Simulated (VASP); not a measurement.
An input for Quantum ESPRESSO's pw.x (written as the equivalent of a VASP run, and not itself run):

```
&CONTROL
  calculation = 'vc-relax'
  pseudo_dir = './pseudo'
  outdir = './out'
  tprnfor = .true.
  tstress = .true.
  nstep = 30
  forc_conv_thr = 0.00039
/
&SYSTEM
  ibrav = 0
  nat = 6
  ntyp = 2
  ecutwfc = 80
  occupations = 'smearing'
  smearing = 'gaussian'
  degauss = 0.003675
  input_dft = 'revpbe'
/
&ELECTRONS
  conv_thr = 7.3e-09
  electron_maxstep = 100
/
&IONS
/
&CELL
  cell_dofree = 'shape'
/
ATOMIC_SPECIES
  Mo 95.950 Mo.upf
  S 32.060 S.upf
CELL_PARAMETERS angstrom
     1.6328813   -2.8282330    0.0000000
     1.6328813    2.8282330    0.0000000
     0.0000000    0.0000000   16.5412704
ATOMIC_POSITIONS crystal
  Mo   0.3333330  0.6666670  0.2500000
  Mo   0.6666670  0.3333330  0.7500000
  S    0.3333330  0.6666670  0.8462761
  S    0.6666670  0.3333330  0.3462761
  S    0.6666670  0.3333330  0.1537239
  S    0.3333330  0.6666670  0.6537239
K_POINTS automatic
  8 8 2 0 0 0
```

### Question
Translate this input to VASP (INCAR, KPOINTS, POSCAR, choice of POTCAR).

### Answer
This is not unique; one that fits is 
### INCAR
```
# general
SYSTEM  = MoS2
PREC    = Accurate
ENCUT   = 520
LREAL   = .FALSE.
LASPH   = .TRUE.

# electronic loop
EDIFF   = 1E-7
NELM    = 100
ALGO    = Normal
LMAXMIX = 4

# smearing
ISMEAR  = 0
SIGMA   = 0.05

# functional
GGA     = RE

# ions
IBRION  = 2
NSW     = 30
ISIF    = 4
EDIFFG  = -0.01

# output
LWAVE   = .FALSE.
LCHARG  = .FALSE.
```

File POSCAR:
```
MoS2
1
    1.6328812803    -2.8282330490     0.0000000000
    1.6328812803     2.8282330490     0.0000000000
    0.0000000000     0.0000000000    16.5412704372
Mo S
2 4
Direct
  0.3333330000   0.6666670000   0.2500000000
  0.6666670000   0.3333330000   0.7500000000
  0.3333330000   0.6666670000   0.8462760821
  0.6666670000   0.3333330000   0.3462760821
  0.6666670000   0.3333330000   0.1537239179
  0.3333330000   0.6666670000   0.6537239179
```

**KPOINTS**
```
kpoints
0
Gamma
  8 8 2
0 0 0
```

POTCAR, in this order: Mo_sv S (PBE.64 set). Program: vasp_std.

What does not carry over: the potentials are each code's own (VASP's PAW set, PseudoDojo norm-conserving files in pw.x), so ENCUT and ecutwfc are chosen apart and not converted; conv_thr bounds pw.x's estimated SCF error, while EDIFF bounds the energy change between steps; forc_conv_thr acts on force components and is met together with etot_conv_thr.

The compound is MoS2 in the 2H layered structure. This cell is one point of a volume scan, at 1.06 of the reference volume. Symmetry was kept, so distortions that lower it aren't found.
